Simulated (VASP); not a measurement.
OSZICAR of a VASP run on SnO (relaxed from the CsCl structure, space group Pm-3m):

**OSZICAR**
```
       N       E                     dE             d eps       ncg     rms          rms(c)
DAV:   1     0.126937836509E+03    0.12694E+03   -0.10948E+04  1608   0.225E+03
DAV:   2    -0.239944353398E+02   -0.15093E+03   -0.14613E+03  1784   0.459E+02
DAV:   3    -0.376634732953E+02   -0.13669E+02   -0.13620E+02  1772   0.121E+02
DAV:   4    -0.379724641781E+02   -0.30899E+00   -0.30889E+00  1818   0.201E+01
DAV:   5    -0.379812723282E+02   -0.88082E-02   -0.88081E-02  2010   0.330E+00    0.745E+00
DAV:   6    -0.313331339711E+02    0.66481E+01   -0.80543E+00  2298   0.550E+01    0.312E+00
DAV:   7    -0.314427847348E+02   -0.10965E+00   -0.11015E+00  1604   0.106E+01    0.141E+00
DAV:   8    -0.321500265759E+02   -0.70724E+00   -0.50634E-01  1598   0.764E+00    0.418E-01
DAV:   9    -0.315199513407E+02    0.63008E+00   -0.34699E-01  1610   0.644E+00    0.174E-01
DAV:  10    -0.315928166420E+02   -0.72865E-01   -0.55151E-02  1676   0.225E+00    0.105E-01
DAV:  11    -0.315938015050E+02   -0.98486E-03   -0.11234E-03  1850   0.345E-01    0.715E-02
DAV:  12    -0.315938713593E+02   -0.69854E-04   -0.45391E-04  1628   0.247E-01    0.293E-02
DAV:  13    -0.315941318805E+02   -0.26052E-03   -0.11490E-04  1616   0.114E-01    0.208E-02
DAV:  14    -0.315941458373E+02   -0.13957E-04   -0.23689E-05  1808   0.659E-02    0.692E-03
DAV:  15    -0.315941397120E+02    0.61253E-05   -0.11238E-05  1586   0.372E-02    0.347E-03
DAV:  16    -0.315941468035E+02   -0.70915E-05   -0.21663E-06  1502   0.160E-02    0.164E-03
DAV:  17    -0.315941475057E+02   -0.70221E-06   -0.51241E-07   862   0.866E-03
   1 F= -.31594148E+02 E0= -.31594182E+02  d E =-.315941E+02
       N       E                     dE             d eps       ncg     rms          rms(c)
DAV:   1    -0.315961151239E+02   -0.19683E-02   -0.40542E-02  1880   0.364E+00    0.287E-01
DAV:   2    -0.315945300763E+02    0.15850E-02   -0.60020E-03  1736   0.940E-01    0.105E-01
DAV:   3    -0.315942704134E+02    0.25966E-03   -0.92113E-04  2164   0.463E-01    0.549E-02
DAV:   4    -0.315941771860E+02    0.93227E-04   -0.27139E-04  2316   0.297E-01    0.950E-03
DAV:   5    -0.315941797784E+02   -0.25924E-05   -0.36893E-05  1656   0.764E-02    0.396E-03
DAV:   6    -0.315941810319E+02   -0.12536E-05   -0.17339E-05  1592   0.430E-02    0.302E-03
DAV:   7    -0.315941877536E+02   -0.67217E-05   -0.36006E-06  1610   0.183E-02    0.216E-03
DAV:   8    -0.315941867339E+02    0.10197E-05   -0.15457E-06  1292   0.122E-02    0.127E-03
DAV:   9    -0.315941875095E+02   -0.77562E-06   -0.44888E-07   850   0.724E-03
   2 F= -.31594188E+02 E0= -.31594222E+02  d E =-.400038E-04
```

Q: Which electronic solver shows in the log?

A: It is blocked Davidson (ALGO = Normal, or the opening steps of other solvers). The INCAR had ALGO = Normal.

Q: Can the final energy be trusted as converged?

A: The run converged. It stopped with EDIFF = 1E-6, NELM = 100, NSW = 60 and EDIFFG = -0.01 after 2 ionic steps (r2SCAN meta-GGA, plane waves, VASP's PBE PAW potentials (set 64)).

The structure was generated: SnO was put into the CsCl type (Pm-3m), which need not be its known phase. This run relaxes it. Symmetry was kept, so distortions that lower it aren't found. The start is the result of an earlier pass.
